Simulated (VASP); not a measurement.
Energy against volume of MgB2 (AlB2 type). Level of theory: PBE GGA, VASP's PBE PAW potentials (set 64) (plane waves; VASP). Settings: 520 eV cut-off, 11×11×9 Γ-centred mesh, first-order Methfessel-Paxton smearing of 0.10 eV, potentials Mg B.

Shape and ions are relaxed at each volume.

| V (Å³/atom) | E (eV/atom) |
|---|---|
| 9.030 | -5.09007 |
| 9.318 | -5.10338 |
| 9.607 | -5.10770 |
| 9.895 | -5.10417 |

**Question.** Fit these four points and predict the energy of the run at 10.183 Å³/atom.

**Answer.** A cubic in V^(−2/3), the third-order Birch-Murnaghan form, passes through the four points with V0 = 9.61 Å³/atom and B0 = 144 GPa, and gives -5.0938 eV/atom there. The run gave -5.0938 eV/atom, +0.1 meV/atom from the fit; all five points give B0 = 145 GPa.

The compound is MgB2 in the AlB2 type structure. It was relaxed first.
